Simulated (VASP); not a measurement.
Given:

```yaml
crystal:
  lattice:
    - [0.00000, 3.04826, 3.04826]
    - [3.14254, 0.00000, 3.04826]
    - [3.14254, 3.04826, 0.00000]
  atoms:
    - { symbol: Sn, position: [0.00000, 0.00000, 0.00000] }
    - { symbol: Te, position: [0.50000, 0.50000, 0.50000] }
```

Method: PBEsol GGA, VASP's PBE PAW potentials (set 64) (plane waves; VASP). Settings: 480 eV cut-off, 8×8×8 Γ-centred mesh, Gaussian smearing of 0.050 eV, potentials Sn_d Te.

Give the stress tensor in GPa (positive for a compressed cell).

```
0.45  0.00  0.00
0.00  5.16  0.00
0.00  0.00  5.16
```
The pressure is its mean diagonal, 3.59 GPa.

The compound is SnTe in the rock salt structure, which distorts at low temperature. This cell was strained or had an atom moved on purpose.
